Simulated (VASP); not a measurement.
```
Na
1.0
   -2.13509     2.13509     2.13509
    2.13509    -2.13509     2.13509
    2.13509     2.13509    -2.13509
Na
1
Direct
  0.00000   0.00000   0.00000
```

The numbers are results of revPBE GGA, VASP's PBE PAW potentials (set 64) (plane waves; VASP 6.6.1), not measurements. Run with 520 eV cut-off, 14×14×14 Γ-centred mesh, tetrahedra with Blöchl corrections, potentials Na_pv.

Question: Estimate the energy per atom (σ→0), band gap (on the k-mesh) with the smallest direct gap where there is one.

Answer: 
```
Quantity                                                    Result
------------------------  ----------------------------------------
band gap (on the k-mesh)  none (metal, semimetal or under 0.01 eV)
energy per atom (σ→0)                               -1.203 eV/atom
```

The compound is Na in the bcc structure. It was relaxed first.
